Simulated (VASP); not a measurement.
# AgCl (rock salt): computed properties

Level of theory: PBE GGA, VASP's PBE PAW potentials (set 64) (plane waves; VASP).

- space group = Fm-3m (225)
- cell = a = b = c = 5.5971 Å, α = β = γ = 90.00°
- volume per atom = 21.92 Å³/atom
- band gap (over mesh and band path) = 0.92 eV
- smallest direct gap (over mesh and band path) = 2.91 eV
- Hill bulk modulus = 43.2 GPa
- Hill shear modulus = 7.1 GPa
- Poisson's ratio = 0.422
- band-edge character without spin-orbit coupling = indirect, L to Γ
- band gap with spin-orbit coupling = 0.88 eV
- density = 5.43 g/cm³
- mean ε∞ (DFPT) = 4.96
- mean ε∞ (independent particles) = 5.15
- mean static ε = 14.84
- optical Γ-point spectrum = 94 (×3) cm⁻¹
- C11 = 54.6 GPa
- C12 = 37.5 GPa
- C44 = 6.3 GPa

```cif
data_Ag4Cl4
_chemical_formula_sum 'Ag4 Cl4'
_space_group_name_H-M_alt 'Fm-3m'
_space_group_IT_number 225
_space_group_name_Hall '-F 4 2 3'
_cell_length_a 5.59706
_cell_length_b 5.59706
_cell_length_c 5.59706
_cell_angle_alpha 90.000
_cell_angle_beta 90.000
_cell_angle_gamma 90.000
loop_
_atom_site_label
_atom_site_type_symbol
_atom_site_symmetry_multiplicity
_atom_site_Wyckoff_symbol
_atom_site_fract_x
_atom_site_fract_y
_atom_site_fract_z
_atom_site_occupancy
Ag1 Ag 4 a 0.00000 0.00000 0.00000 1
Cl1 Cl 4 b 0.50000 0.50000 0.50000 1
```
(The calculation used a cell of 2 atoms; values per cell refer to that cell.)

Measured: ε∞ 4.00 at 300 K (computed value off by +24.0 %), as given by Rakita et al., (2019), arXiv:1907.03971.

The compound is AgCl in the rock salt structure. It was relaxed first. Symmetry was kept, so distortions that lower it aren't found.
